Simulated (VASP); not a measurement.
Level of theory: PBE GGA with D4 dispersion, VASP's PBE PAW potentials (set 64) (plane waves; VASP 6.6.1).

VASP input:

### POSCAR
```
AuZn
1
    3.1446226248    -0.0000000000     0.0000000000
   -0.0000000000     3.1446226248    -0.0000000000
    0.0000000000    -0.0000000000     3.1446226248
Zn Au
1 1
Direct
  0.5000000000   0.5000000000   0.5000000000
  0.0000000000   0.0000000000   0.0000000000
```

### KPOINTS
```
Regular mesh
0
Gamma
  13 13 13
0 0 0
```

### INCAR
```
SYSTEM  =  AuZn
PREC  =  Accurate; ENCUT  =  520; LREAL  =  .FALSE.
LASPH  =  .TRUE.
EDIFF  =  1E-7; NELM  =  100; ALGO  =  Normal
LMAXMIX  =  6
ISMEAR  =  -5
GGA  =  PE; IVDW  =  13
ISIF  =  2
LWAVE  =  .FALSE.; LCHARG  =  .TRUE.; LORBIT  =  11
NEDOS  =  601
```

POTCAR, in this order: Zn Au (PBE.64 set). Program: vasp_std.

Unless said otherwise, spin-orbit coupling is left out, though it shifts the bands of the heavy elements here.

### Question
What does the run give for the energy per atom (σ→0), dispersion energy, band gap (on the k-mesh)?

### Answer

energy per atom (σ→0): -2.887 eV/atom
dispersion energy: -100.9 kJ/mol
band gap (on the k-mesh): none (metal, semimetal or under 0.01 eV)

**OSZICAR**
```
...
DAV:   6    -0.476322445719E+01    0.42257E+00   -0.14479E+00  2583   0.144E+01    0.547E+00
DAV:   7    -0.473731975242E+01    0.25905E-01   -0.36234E-02  3425   0.427E+00    0.288E+00
DAV:   8    -0.472925872760E+01    0.80610E-02   -0.96091E-03  2985   0.117E+00    0.140E-01
DAV:   9    -0.472927552130E+01   -0.16794E-04   -0.36024E-04  2855   0.249E-01    0.727E-02
DAV:  10    -0.472928440880E+01   -0.88875E-05   -0.41877E-05  3213   0.120E-01    0.170E-02
DAV:  11    -0.472928334069E+01    0.10681E-05   -0.10930E-05  2975   0.830E-02    0.355E-03
DAV:  12    -0.472928334564E+01   -0.49536E-08   -0.24907E-07  2451   0.121E-02
   1 F= -.57748863E+01 E0= -.57748863E+01  d E =0.000000E+00
```

The compound is AuZn in the CsCl type structure. It was relaxed first. The electron count is odd and the run is not spin-polarised, which forces a metal.
